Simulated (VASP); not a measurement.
Four VASP jobs (plane waves, PAW):

A. FeB (relaxed from the rock salt structure, space group Fm-3m), 2 atoms, PBEsol, static run, 520 eV, 17×17×17 Γ-centred mesh
B. NbN (rock salt), 2 atoms, revPBE, static run, 520 eV, 14×14×14 Γ-centred mesh
C. SiC (zinc blende), 2 atoms, RPBE, static run, 520 eV, 10×10×10 Γ-centred mesh
D. CuI (zinc blende), 2 atoms, PBEsol, DFPT for ε, Born charges and Γ modes, 400 eV, 11×11×11 Γ-centred mesh

Costs are core time on shared hosts, one run each; read them as rough ratios.

Question: Order them by core time, cheapest first.

Answer: C (10 core-seconds), B (60 core-seconds), A (3 core-minutes), D (30 core-minutes)
